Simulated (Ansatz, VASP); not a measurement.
**SrP2Pb2: VASP beside Ansatz**

Aim: how closely do two programs agree when they are given the same cell, functional and k mesh? The cell is invented: As first built, before any earlier steps moved the atoms: it takes the EuCd2P2 structure with some of its atoms replaced by other elements, volume scaled by an estimate. It may not be a known or stable phase. The cell is taken from a series of runs on this material, whose earlier steps may have relaxed or scaled it; both programs get it as it stands.

Program: Ansatz 0.2.0. Level of theory: plane waves, with VASP 6.6.1 beside it; single point at PBE with D3(BJ). Results are calculated unless marked as measured.

## Step 1: Set-up

Symmetry: P-3m1, No. 164, trigonal system. Conventional cell: a = 4.046 Å, b = 4.046 Å, c = 9.415 Å, α = 90.00°, β = 90.00°, γ = 120.00°. Nearest to Pb lie 3 P at 2.73 Å. Nearest to Sr lie 6 P at 2.97 Å. Nearest to P lie 3 Pb at 2.73 Å and 3 Sr at 2.97 Å. As first built, before any earlier steps moved the atoms: sites of the EuCd2P2 structure (space group 164) filled with other elements, volume scaled by an estimate. Farther neighbours are not listed.

Structure file:

```xyz
5
Lattice="4.0457 0.0000 0.0000 -2.0228 3.5037 0.0000 0.0000 0.0000 9.4152" Properties=species:S:1:pos:R:3 pbc="T T T"
Pb    2.0228    1.1679    3.2450
Pb    0.0000    2.3358    6.1701
Sr    0.0000    0.0000    0.0000
P     2.0228    1.1679    7.5741
P     0.0000    2.3358    1.8410
```

## Step 2: VASP: single point, PBE with D3(BJ)

A single point gives forces, pressure and levels at one fixed geometry, so differences don't come from the geometry; what else differs is listed under the comparison.

Lines of VASP's logs that name or quote its potential files are left out, and so is its time.

Contents of INCAR:

```
SYSTEM = SrP2Pb2
PREC = Accurate
ENCUT = 520
EDIFF = 1E-06
NELM = 100
ISMEAR = -1
SIGMA = 0.05
LREAL = .FALSE.
ALGO = Normal
GGA = PE
IVDW = 12
NBANDS = 32
LORBIT = 11
LWAVE = .FALSE.
LCHARG = .FALSE.
KPAR = 2
ISIF = 2
```

Contents of POSCAR:

```
SrP2Pb2
1.0
    4.0456998174      0.0000000000      0.0000000000
   -2.0228499088      3.5036792318      0.0000000000
    0.0000000000      0.0000000000      9.4151533670
Pb Sr P
2 1 2
Direct
    0.6666666700      0.3333333300      0.3446614700
    0.3333333300      0.6666666700      0.6553385300
    0.0000000000      0.0000000000      0.0000000000
    0.6666666700      0.3333333300      0.8044597831
    0.3333333300      0.6666666700      0.1955402169
```

Contents of KPOINTS:

```
Automatic mesh
0
Gamma
6 6 3
0 0 0
```

Potentials, in the order of the species: Pb_d_GW, Sr_sv_GW and P_GW (PBE family, release 64).

On the command line:

```sh
$ mpirun -np 2 vasp_std
```

Numbers of over 12 decimals in the logs are rounded to 6 here.

Output:

```text
[banner, memory and clock lines left out]
running    2 mpi-ranks, on    1 nodes
 distrk:  each k-point on    1 cores,    2 groups
 distr:  one band on    1 cores,    1 groups

 POSCAR found type information on POSCAR PbSrP
 POSCAR found :  3 types and       5 ions
 LDA part: xc-table for (Slater+PW92), standard interpolation
 POSCAR, INCAR and KPOINTS ok, starting setup
 FFT: planning ... GRIDC
 FFT: planning ... GRID_SOFT
 FFT: planning ... GRID
 WAVECAR not read
 entering main loop
       N       E                     dE             d eps       ncg     rms          rms(c)
DAV:   1     0.517472374911E+03    0.51747E+03   -0.28830E+04  1776   0.218E+03
DAV:   2     0.289546386407E+02   -0.48852E+03   -0.47142E+03  1584   0.670E+02
DAV:   3    -0.269995590229E+02   -0.55954E+02   -0.54425E+02  1904   0.232E+02
DAV:   4    -0.293847795535E+02   -0.23852E+01   -0.23746E+01  1792   0.444E+01
DAV:   5    -0.294938672606E+02   -0.10909E+00   -0.10904E+00  1944   0.884E+00    0.196E+01
DAV:   6    -0.265176562625E+02    0.29762E+01   -0.83789E+00  1792   0.238E+01    0.111E+01
DAV:   7    -0.265360524970E+02   -0.18396E-01   -0.18706E+00  1608   0.634E+00    0.454E+00
DAV:   8    -0.265259023744E+02    0.10150E-01   -0.20743E-01  1968   0.820E+00    0.805E-01
DAV:   9    -0.265213105798E+02    0.45918E-02   -0.42672E-02  1808   0.253E+00    0.123E+00
DAV:  10    -0.265213453904E+02   -0.34811E-04   -0.36524E-03  1640   0.607E-01    0.714E-01
DAV:  11    -0.265217198629E+02   -0.37447E-03   -0.38142E-03  1784   0.368E-01    0.581E-01
DAV:  12    -0.265216578865E+02    0.61976E-04   -0.11671E-03  1736   0.317E-01    0.272E-01
DAV:  13    -0.265216334354E+02    0.24451E-04   -0.38491E-04  1752   0.128E-01    0.400E-02
DAV:  14    -0.265216478473E+02   -0.14412E-04   -0.29239E-05  1576   0.999E-02    0.633E-02
DAV:  15    -0.265216508619E+02   -0.30146E-05   -0.75036E-06  1400   0.237E-02    0.142E-02
DAV:  16    -0.265216514988E+02   -0.63690E-06   -0.62302E-06  1200   0.287E-02
   1 F= -.28351252E+02 E0= -.28350098E+02  d E =-.230755E-02
```

From OUTCAR (step 2):

```text
ion  position               nearest neighbor table
   1  0.667  0.333  0.345-   5 2.73   5 2.73   5 2.73
   2  0.333  0.667  0.655-   4 2.73   4 2.73   4 2.73
   3  0.000  0.000  0.000-   4 2.97   5 2.97   4 2.97   5 2.97   4 2.97   5 2.97
   4  0.667  0.333  0.804-   2 2.73   2 2.73   2 2.73   3 2.97   3 2.97   3 2.97
   5  0.333  0.667  0.196-   1 2.73   1 2.73   1 2.73   3 2.97   3 2.97   3 2.97

  LATTYP: Found a hexagonal cell.
 ALAT       =     4.0456998174
 C/A-ratio  =     2.3272001859

 Subroutine GETGRP returns: Found 12 space group operations
 (whereof 12 operations were pure point group operations)

The static configuration has the point symmetry D_3d.

 Found     17 irreducible k-points:

   k-points           NKPTS =     17   k-points in BZ     NKDIM =     17   number of bands    NBANDS=     32

   dimension x,y,z NGX =    30 NGY =   30 NGZ =   70
   dimension x,y,z NGXF=    60 NGYF=   60 NGZF=  140

   ENCUT  =  520.0 eV  38.22 Ry    6.18 a.u.   7.52  7.52 17.51*2*pi/ulx,y,z

   NELECT =      52.0000    total number of electrons

 k-points in reciprocal lattice and weights: Automatic mesh
   0.00000000  0.00000000  0.00000000       0.009
   0.16666667  0.00000000  0.00000000       0.056
   0.33333333  0.00000000  0.00000000       0.056
   0.50000000  0.00000000  0.00000000       0.028
   0.16666667  0.16666667  0.00000000       0.056
   0.33333333  0.16666667  0.00000000       0.111
   0.33333333  0.33333333  0.00000000       0.019
   0.00000000  0.00000000  0.33333333       0.019
   0.16666667  0.00000000  0.33333333       0.056
[...]
-0.16666667  0.50000000  0.33333333       0.111
   0.33333333  0.33333333  0.33333333       0.037

 average (electrostatic) potential at core
       1 -51.1302       2 -51.1302       3 -56.9152       4 -74.9323       5 -74.9323

 E-fermi :   4.6790

 k-point     1 :       0.0000    0.0000    0.0000
  band No.  band energies     occupation
    ...
     22       2.9154      2.00000
     23       2.9154      2.00000
     24       3.5547      2.00000
     25       3.5547      2.00000
     26       4.6764      1.02507
     27       4.9464      0.00947
     28       6.7028      0.00000
     29       6.7028      0.00000
     30       7.0931      0.00000
     31       7.7204      0.00000
    ...

 k-point     2 :       0.1667    0.0000    0.0000
  band No.  band energies     occupation
    ...
     22       2.3774      2.00000
     23       2.4128      2.00000
     24       2.6850      2.00000
     25       3.0897      2.00000
     26       3.8529      2.00000
     27       5.7445      0.00000
     28       6.4103      0.00000
     29       6.9019      0.00000
     30       7.3646      0.00000
     31       7.8021      0.00000
    ...

 k-point     3 :       0.3333    0.0000    0.0000
  band No.  band energies     occupation
    ...
     22       1.4563      2.00000
     23       2.2484      2.00000
     24       2.4353      2.00000
     25       2.6467      2.00000
     26       3.0547      2.00000
     27       5.1993      0.00006
     28       6.0393      0.00000
     29       6.5522      0.00000
     30       7.1617      0.00000
     31       7.2187      0.00000
    ...

 Edisp (eV)   -1.82960

  Total       2.81907     2.81907     2.75705    -0.00000     0.00000    -0.00000
  in kB      33.84319    33.84320    33.09857    -0.00000     0.00000    -0.00000
  external pressure =       33.59 kB  Pullay stress =        0.00 kB

  energy-cutoff  :      520.00
  volume of cell :      133.46
      direct lattice vectors                 reciprocal lattice vectors
     4.045699817  0.000000000  0.000000000     0.247176025  0.142707128  0.000000000
    -2.022849909  3.503679232  0.000000000     0.000000000  0.285414256  0.000000000
     0.000000000  0.000000000  9.415153367     0.000000000  0.000000000  0.106211759

 POSITION                                       TOTAL-FORCE (eV/Angst)
 -----------------------------------------------------------------------------------
      2.02285      1.16789      3.24504        -0.000000      0.000000      0.383516
     -0.00000      2.33579      6.17011        -0.000000      0.000000     -0.383516
      0.00000      0.00000      0.00000         0.000000      0.000000      0.000000
      2.02285      1.16789      7.57411         0.000000      0.000000      0.173522
     -0.00000      2.33579      1.84104         0.000000     -0.000000     -0.173522
 -----------------------------------------------------------------------------------
    total drift:                                0.000000      0.000000      0.000000

  FREE ENERGIE OF THE ION-ELECTRON SYSTEM (eV)
  ---------------------------------------------------
  free  energy   TOTEN  =       -28.3512515449 eV

  energy  without entropy=      -28.3489439989  energy(sigma->0) =      -28.35009777

 total charge
# of ion       s       p       d       f       tot
--------------------------------------------------
    1        3.396   0.772   9.834   0.021  14.022
    2        3.396   0.772   9.834   0.021  14.022
    3        2.324   5.898   0.408   0.025   8.655
    4        1.158   1.686   0.025   0.000   2.868
    5        1.158   1.686   0.025   0.000   2.868
--------------------------------------------------
tot         11.432  10.813  20.125   0.067  42.436

[... 3 further parts left out ...]
```

The run ends at a pressure of 3.36 GPa, with forces up to 0.38 eV/Å.

## Step 3: Ansatz: single point, PBE with D3(BJ)

Ansatz runs on its default PAW (the set named soft_2) files.

The same cell, functional, mesh and smearing now go to Ansatz, which takes its cutoff from its data sets.

Contents of input.yaml:

```yaml
crystal:
  lattice:
    - [4.0456998174, 0.0, 0.0]
    - [-2.0228499088, 3.5036792318, 0.0]
    - [0.0, 0.0, 9.415153367]
  atoms:
    - { symbol: Pb, position: [0.66666667, 0.33333333, 0.34466147] }
    - { symbol: Pb, position: [0.33333333, 0.66666667, 0.65533853] }
    - { symbol: Sr, position: [0.0, 0.0, 0.0] }
    - { symbol: P, position: [0.66666667, 0.33333333, 0.8044597831] }
    - { symbol: P, position: [0.33333333, 0.66666667, 0.1955402169] }
hamiltonian:
  xc: pbe
  pseudopotentials: { kind: paw }
  dispersion: d3bj
kpoints:
  mp_grid: { grid: [6, 6, 3] }
scf:
  occupations: { method: fermi_dirac, width: 0.05 }
  n_extra_bands: 5
output:
  forces: true
  stress: true
  eigenvalues: true
```

On the command line:

```sh
$ ansatz run input.yaml --threads 2 --pin off --max-ram 4608MiB --backend cpu --events-out ev --progress --plain --runs-dir out
```

Output:

```text
scf.n_extra_bands = 5 over 24 filled bands (N_el = 48.0): the run solves 29 bands
Engine: ansatz 0.2.0, aarch64-unknown-linux-gnu
Pseudopotentials: kind: paw
Pseudopotential: Pb, paw, valence charge 14, recommended cutoff 420 eV (normal), Pb.paw.azcp
Pseudopotential: Sr, paw, valence charge 10, recommended cutoff 420 eV (normal), Sr.paw.azcp
Pseudopotential: P, paw, valence charge 5, recommended cutoff 420 eV (normal), P.paw.azcp
Functional definition: PBE
  parameter kappa = 0.804
  parameter beta = 0.066725
  exchange = pbe_x(kappa = kappa, mu = beta*pi^2/3)
  correlation = pbe_c(beta = beta)
Crystal: 5 atoms, lattice volume = 133.458 Å³
Basis set: ecut = 420 eV, 2611 PW (Γ), exchange–correlation on 60×60×128 points (8 copies of the dense FFT grid, shifted against one another)
Bands: 29, of which v1, the nominal top of the filled ones, is band 24 counted from 1 (23 counted from 0)
Symmetry: 12 space group operations
Space group: P-3m1 (ITA 164), of the structure as read, at distance tolerance 5.1e-5 Å
k-points: 17 of 108
Non-local potential: Pb, projectors of the file, l = 0: 2, l = 1: 2, l = 2: 2, l = 3: 2
Non-local potential: Sr, projectors of the file, l = 0: 3, l = 1: 2, l = 2: 2
Non-local potential: P, projectors of the file, l = 0: 2, l = 1: 2, l = 2: 2
PAW form: soft (Blöchl's): semilocal exchange-correlation on the pseudo side does not see the compensation charge
PAW one-centre angular grid: Pb, 590 points (default); XC on 64 Gauss nodes
PAW one-centre angular grid: Sr, 110 points (default); XC on 64 Gauss nodes
PAW one-centre angular grid: P, 110 points (default); XC on 64 Gauss nodes
Initial density: superposition of atomic densities (neutral atoms: chi_scale 0, normalization atom), corrected by the library's trained network
Initial wavefunctions: pseudopotential atomic-orbital guess
Functional: x = pbe(κ = 0.804, μ = 0.219515), c = pbe(β = 0.066725)
SCF iter   1: F=—  HF=-28872.563792 eV  |F-HF|=—  |Δ(HF+E_count)|=         —  Δρ=1.37e-3  dr2=5.39e-3  ethr=1.77e-3  ⟨swp⟩=11.4  Hψ=3183  notcnv=0
preconditioner: auto → Kerker (q_TF=auto, 2.301 Å⁻¹)  [metal: Δε(μ)=0.130 eV  Ē_g=14.050 eV  σ=0.050 eV  W_gap=0.45  n_scr=36 (ndim 8)  ℏωp=21.8 eV  f_vac=0.006  D(μ)=0.26/eV (n_scr^D=0)]
SCF iter   2: F=—  HF=-28872.562810 eV  |F-HF|=—  |Δ(HF+E_count)|=   9.82e-4  Δρ=8.34e-4  dr2=5.49e-3  ethr=1.12e-5  ⟨swp⟩=3.2  Hψ=1113  notcnv=0
SCF iter   3: F=—  HF=-28872.562741 eV  |F-HF|=—  |Δ(HF+E_count)|=   6.91e-5  Δρ=5.88e-4  dr2=3.21e-3  ethr=1.12e-5  ⟨swp⟩=1.0  Hψ=493  notcnv=0
SCF iter   4: F=—  HF=-28872.562585 eV  |F-HF|=—  |Δ(HF+E_count)|=   1.56e-4  Δρ=1.46e-4  dr2=2.96e-4  ethr=6.68e-6  ⟨swp⟩=2.1  Hψ=599  notcnv=0
SCF iter   5: F=—  HF=-28872.562556 eV  |F-HF|=—  |Δ(HF+E_count)|=   2.90e-5  Δρ=5.30e-5  dr2=2.63e-5  ethr=6.16e-7  ⟨swp⟩=2.0  Hψ=581  notcnv=0
SCF iter   6: F=—  HF=-28872.562557 eV  |F-HF|=—  |Δ(HF+E_count)|=   1.57e-6  Δρ=2.36e-5  dr2=3.97e-6  ethr=5.48e-8  ⟨swp⟩=2.0  Hψ=606  notcnv=0
SCF iter   7: F=—  HF=-28872.562558 eV  |F-HF|=—  |Δ(HF+E_count)|=   6.10e-7  Δρ=1.16e-5  dr2=1.75e-6  ethr=8.28e-9  ⟨swp⟩=2.0  Hψ=588  notcnv=0
SCF iter   8: F=—  HF=-28872.562558 eV  |F-HF|=—  |Δ(HF+E_count)|=   1.01e-7  Δρ=3.73e-6  dr2=1.14e-7  ethr=3.65e-9  ⟨swp⟩=2.0  Hψ=579  notcnv=0
SCF iter   9: F=-28872.562558 eV  HF=-28872.562558 eV  |F-HF|=1.30e-9  |Δ(HF+E_count)|=   2.48e-9  Δρ=1.14e-6  dr2=4.94e-9  ethr=2.08e-10  ⟨swp⟩=8.3  Hψ=2451  notcnv=0
SCF 1 converged in 9 iterations: F = -28872.562558 eV  dr2 = 4.94e-9
  greatest PAW one-centre occupation: 0.987 electrons in one spin orbital (limit 2), on the Sr atom at site 2 (counted from 0), in its partial waves of l = 0
SCF converged after 9 iterations
Free energy (F): -28872.562558 eV
Harris-Foulkes:  -28872.562558 eV  (|F-HF|=1.30e-9)
Internal energy: -28872.560238 eV  (E = F + TS)
E sigma→0 (E₀):  -28872.561398 eV
Entropy (-TS):   -0.002319 eV (-0.464 meV/atom)
Fermi energy:    9.412205 eV
--- Per-component energies (eV) ---
  E_band       = -174.455795
  E_kinetic    = 969.352909
  E_local      = -3077.458488  (includes V_loc(G=0)·N_el)
  E_nonlocal   = 970.315549
  E_hartree    = 1121.084415
  E_xc         = -740.246433
  E_vxc        = -551.756287  (∫ρ·V_xc dr)
  E_paw        = -24645.798901  (= ΣΔE_a)
  E_vpaw       = -727.078316  (= ΣTr[D̂ρ^β])
  E_aug_tail   = 0.000096  (compensation charges beyond the density's cutoff)
  E_ewald      = -3467.979209
  E_disp       = -1.830176  (pairwise vdW)
  E_smearing   = -0.002319  (= −TS)
  E_closure    = 0.000000  (closes the sum)
  Σ components = -28872.562558   (vs F -28872.562558, Δ=0.00e0)
--- Forces (eV/Å), atoms counted from 1 ---
  atom   1  Pb     0.00000000    -0.00000000     0.38109209
  atom   2  Pb    -0.00000000     0.00000000    -0.38109209
  atom   3  Sr     0.00000000    -0.00000000     0.00000000
  atom   4  P     -0.00000000     0.00000000     0.17320160
  atom   5  P      0.00000000    -0.00000000    -0.17320160
  max |Σ_I F_I| component: 4.63e-18 eV/Å
--- Stress (GPa, compression-positive) ---
        3.416653       0.000000       0.000000
        0.000000       3.416653       0.000000
        0.000000       0.000000       3.360020
  P = ⅓ Tr σ = 3.3978 GPa (33.978 kbar)
--- Band table (eV; the first three rows and the last of 17) ---
  k-point 0: bands = [... 20 lower, 7.6442, 8.2833, 8.2833, 9.4104, 9.6834, 11.4342, 11.4342, 11.8242, ... 1 higher]
  k-point 1: bands = [... 20 lower, 7.6773, 8.2253, 8.2253, 8.6595, 9.9864, 11.4183, 11.6309, 11.6309, ... 1 higher]
  k-point 2: bands = [... 20 lower, 7.1434, 7.4138, 7.8184, 8.5873, 10.4783, 11.1404, 11.6334, 12.0967, ... 1 higher]
  k-point 16: bands = [... 20 lower, 6.1508, 6.1508, 7.2008, 7.2008, 10.0711, 11.5968, 11.6270, 11.6270, ... 1 higher]
```

The run ends at a pressure of 3.40 GPa, with forces up to 0.38 eV/Å.

## Step 4: Comparison

Known differences besides the PAW data sets themselves: the data sets hold 48 valence electrons in Ansatz (default PAW (the set named soft_2) files) and 52 in VASP; the cutoff is 420 eV in Ansatz and 520 eV in VASP; VASP leaves aspherical gradient terms in its spheres out (LASPH is not set), Ansatz keeps them. Total energies have different zeros and are not compared.

Compared:

| quantity | Ansatz | VASP | difference |
| --- | --- | --- | --- |
| pressure (GPa) | 3.40 | 3.36 | +0.04 |
| gap on the k mesh (eV) | 0.126 | 0.128 | -0.001 |

Forces (eV/Å; atoms numbered as in POSCAR):

| atom | Ansatz x, y, z | VASP x, y, z |
| --- | --- | --- |
| Pb1 | 0.000, 0.000, 0.381 | 0.000, 0.000, 0.384 |
| Pb2 | 0.000, 0.000, -0.381 | 0.000, 0.000, -0.384 |
| Sr3 | 0.000, 0.000, 0.000 | 0.000, 0.000, 0.000 |
| P4 | 0.000, 0.000, 0.173 | 0.000, 0.000, 0.174 |
| P5 | 0.000, 0.000, -0.173 | 0.000, 0.000, -0.174 |

The forces differ by 0.9 meV/Å r.m.s., which is 0.6 % of the r.m.s. force of 0.15 eV/Å (both taken over all components). Ansatz's pressure holds a Pulay correction of 0.02 GPa; VASP's holds none.

## Step 5: What moves the difference

How far does this hang on the set-up? Further runs change one program's set-up at a time, as the table lists.

| run | r.m.s. force difference (meV/Å) |
| --- | --- |
| as above | 0.89 |
| VASP with the data sets Pb_d, Sr_sv and P_h and a cutoff of 630 eV | 6.2 |

## Step 6: What came out

| Item | Value |
| --- | --- |
| r.m.s. force difference (single point, PBE with D3(BJ)) | 0.89 meV/Å |

In words: The r.m.s. force difference is 0.89 meV/Å (single point, PBE with D3(BJ)), within the 12 meV/Å picked in this series as the mark of a large difference. For single point, PBE with D3(BJ): no further run halves the r.m.s. force difference (one raises it to 6.2 meV/Å). How closely two codes agree says nothing of how well the functional describes the real material.

[Lines on the potential files, build, host, timing and source positions are cut from VASP's logs without a mark.]

[Logs are printed without paths, hosts, clocks, repeated set-up lines and the standing remarks that a program may print on its own settings, such as how far it seeks lower states.]

[Hosts, paths, dates, database ids (printed as entryN), source tags and the programs' standing remarks are cut or masked in the printed files.]
